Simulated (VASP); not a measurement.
These are optB88-vdW, VASP's PBE PAW potentials (set 64) (plane waves; VASP) values and carry that method's errors.

The input files of a VASP run:

### KPOINTS
```
k-points along high-symmetry lines
15
Line-mode
Reciprocal
  0.000000   0.000000   0.000000 ! GAMMA
  0.500000   0.000000   0.500000 ! X

  0.500000   0.000000   0.500000 ! X
  0.625000   0.250000   0.625000 ! U

  0.375000   0.375000   0.750000 ! K
  0.000000   0.000000   0.000000 ! GAMMA

  0.000000   0.000000   0.000000 ! GAMMA
  0.500000   0.500000   0.500000 ! L

  0.500000   0.500000   0.500000 ! L
  0.500000   0.250000   0.750000 ! W

  0.500000   0.250000   0.750000 ! W
  0.500000   0.000000   0.500000 ! X
```

**POSCAR**
```
SrCl2
1
    0.0000000000     3.4859022017     3.4859022017
    3.4859022017     0.0000000000     3.4859022017
    3.4859022017     3.4859022017     0.0000000000
Sr Cl
1 2
Direct
  0.0000000000   0.0000000000   0.0000000000
  0.2500000000   0.2500000000   0.2500000000
  0.7500000000   0.7500000000   0.7500000000
```

**INCAR**
```
AGGAC  =  0.0
ALGO  =  Normal
EDIFF  =  1E-7
ENCUT  =  520
GGA  =  BO
ICHARG  =  11
ISMEAR  =  0
LASPH  =  .TRUE.
LCHARG  =  .FALSE.
LMAXMIX  =  4
LORBIT  =  11
LREAL  =  .FALSE.
LUSE_VDW  =  .TRUE.
LWAVE  =  .FALSE.
NELM  =  100
PARAM1  =  0.1833333333
PARAM2  =  0.22
PREC  =  Accurate
SIGMA  =  0.05
SYSTEM  =  SrCl2
```

POTCAR, in this order: Sr_sv Cl (PBE.64 set). Program: vasp_std. Read from the step before: CHGCAR.

The run wrote:

**OSZICAR**
```
       N       E                     dE             d eps       ncg     rms          rms(c)
DAV:   1     0.150749868130E+03    0.15075E+03   -0.11574E+04  2880   0.134E+03
DAV:   2     0.177801650696E+01   -0.14897E+03   -0.14530E+03  3824   0.247E+02
DAV:   3    -0.693376251254E+01   -0.87118E+01   -0.87042E+01  4136   0.631E+01
DAV:   4    -0.719907208669E+01   -0.26531E+00   -0.26525E+00  4936   0.872E+00
DAV:   5    -0.720159094190E+01   -0.25189E-02   -0.25188E-02  4136   0.765E-01
DAV:   6    -0.720163239679E+01   -0.41455E-04   -0.41454E-04  4392   0.938E-02
DAV:   7    -0.720163363546E+01   -0.12387E-05   -0.12387E-05  4344   0.136E-02
DAV:   8    -0.720163366219E+01   -0.26731E-07   -0.26731E-07  4240   0.221E-03
   1 F= -.72016337E+01 E0= -.72016337E+01  d E =-.433796E-19
```

**OUTCAR**
```
 val. band max:       -0.0011956080   @ k =   0.5000   0.0000   0.5000

 cond. band min:       5.1780829392   @ k =   0.0000   0.0000   0.0000



 k-point     1 :       0.0000    0.0000    0.0000
  band No.  band energies     occupation
      1     -32.9294      2.00000
      2     -14.8952      2.00000
      3     -14.8952      2.00000
      4     -14.8952      2.00000
      5     -13.2933      2.00000
      6     -12.4381      2.00000
      7      -2.1251      2.00000
      8      -2.1251      2.00000
      9      -2.1251      2.00000
     10      -0.3429      2.00000
     11      -0.3429      2.00000
     12      -0.3429      2.00000
     13       5.1781      0.00000
     14       6.0705      0.00000
     15       6.0705      0.00000
     16       8.9428      0.00000

 k-point     2 :       0.0357    0.0000    0.0357
  band No.  band energies     occupation
      1     -32.9293      2.00000
      2     -14.9011      2.00000
      3     -14.8956      2.00000
      4     -14.8956      2.00000
      5     -13.2825      2.00000
      6     -12.4422      2.00000
      7      -2.1231      2.00000
      8      -2.1231      2.00000
      9      -2.1038      2.00000
     10      -0.3870      2.00000
     11      -0.3418      2.00000
     12      -0.3418      2.00000
     13       5.2190      0.00000
     14       6.0824      0.00000
     15       6.0866      0.00000
     16       8.8481      0.00000

 k-point     3 :       0.0714    0.0000    0.0714
  band No.  band energies     occupation
      1     -32.9292      2.00000
      2     -14.9183      2.00000
      3     -14.8968      2.00000
      4     -14.8968      2.00000
      5     -13.2513      2.00000
      6     -12.4542      2.00000
      7      -2.1173      2.00000
      8      -2.1173      2.00000
      9      -2.0406      2.00000
     10      -0.5130      2.00000
     11      -0.3389      2.00000
     12      -0.3389      2.00000
     13       5.3345      0.00000
     14       6.1181      0.00000
...
```

The density is held fixed in this step, so its total energy and stress have no physical meaning.

The compound is SrCl2 in the fluorite structure. It was relaxed first.
